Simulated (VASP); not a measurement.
# Al₄P₃Sb (ordered alloy cell): computed properties

Computed with PBEsol GGA, VASP's PBE PAW potentials (set 64) (plane waves; VASP).

```yaml
space_group: R3m (160)
cell: a = b = 3.981 Å, c = 39.247 Å, α = β = 90.00°, γ = 120.00°
volume_per_atom: 22.44 Å^3/atom
band gap (over mesh and band path): none (metal, semimetal or under 0.01 eV)
density: 2.98 g/cm³
```

Al4P3Sb is taken in the trigonal space group R3m, hexagonal axes (No. 160), Pearson symbol hR8. Conventional cell: a = b = 3.9806 Å, c = 39.2470 Å, α = β = 90.00°, γ = 120.00°. Al1 on 3a sees 1 P at 2.363 Å and 3 Sb at 2.561 Å (tetrahedral). Al2 on 3a is coordinated by 3 P at 2.411 Å and 1 Sb at 2.650 Å (tetrahedral). Al3 on 3a is coordinated by 4 P at 2.375–2.412 Å (tetrahedral). Al4 on 3a is coordinated by 4 P at 2.373–2.411 Å (tetrahedral). Sb on 3a sees 4 Al at 2.561–2.650 Å (tetrahedral). P1 on 3a has 4 Al at 2.375–2.411 Å (tetrahedral). P2 on 3a sees 4 Al at 2.373–2.412 Å (tetrahedral). P3 on 3a is coordinated by 4 Al at 2.363–2.411 Å (tetrahedral). (Neighbours: up to the widest gap in distance over summed covalent radii, below 1.35, at either atom; cation-cation and far metal-metal contacts left out.)
(The calculation used a cell of 8 atoms; values per cell refer to that cell.)

Unless said otherwise, spin-orbit coupling is left out, though it shifts the bands of the heavy elements here.

The structure was generated: Al4P3Sb was put into an ordered model structure (R3m), which need not be its known phase. It was relaxed first. Symmetry was kept, so distortions that lower it aren't found.
